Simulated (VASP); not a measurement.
Method: PBEsol GGA, VASP's PBE PAW potentials (set 64) (plane waves; VASP).

The input files of a VASP run:

**POSCAR**
```
LaSi3Ru
1
   -2.1327300000     2.1327300000     4.9822350000
    2.1327300000    -2.1327300000     4.9822350000
    2.1327300000     2.1327300000    -4.9822350000
La Si Ru
1 3 1
Direct
  0.9992900000   0.9992900000   0.0000000000
  0.4177300000   0.4177300000   0.0000000000
  0.2606600000   0.7606600000   0.5000000000
  0.7606600000   0.2606600000   0.5000000000
  0.6556500000   0.6556500000   0.0000000000
```

INCAR:
```
! general
SYSTEM  = LaSi3Ru
PREC    = Accurate
ENCUT   = 300
LREAL   = F
LASPH   = T

! electronic loop
EDIFF   = 1E-6
NELM    = 100
ALGO    = Normal
LMAXMIX = 6

! smearing
ISMEAR  = 0
SIGMA   = 0.05

! functional
GGA     = PS

! ions
ISIF    = 2

! output
LWAVE   = F
LCHARG  = F
```

### KPOINTS
```
Automatic mesh
0
Gamma
9 9 9
0 0 0
```

POTCAR, in this order: La Si Ru_pv (PBE.64 set). Program: vasp_std.

What will the output report for the number of irreducible k-points (NKPTS), largest plane-wave count, number of space-group operations, FFT grid (NGX, NGY, NGZ)?

```
Item                                          Result
--------------------------------------  ------------
number of irreducible k-points (NKPTS)            75
largest plane-wave count                        1086
number of space-group operations                   8
FFT grid (NGX, NGY, NGZ)                36 × 36 × 36
```

The structure comes from a computed database's LaSi3Ru entry; how it stands against other phases isn't given here. The cell was not relaxed at this level. The electron count is odd and the run is not spin-polarised, which forces a metal.
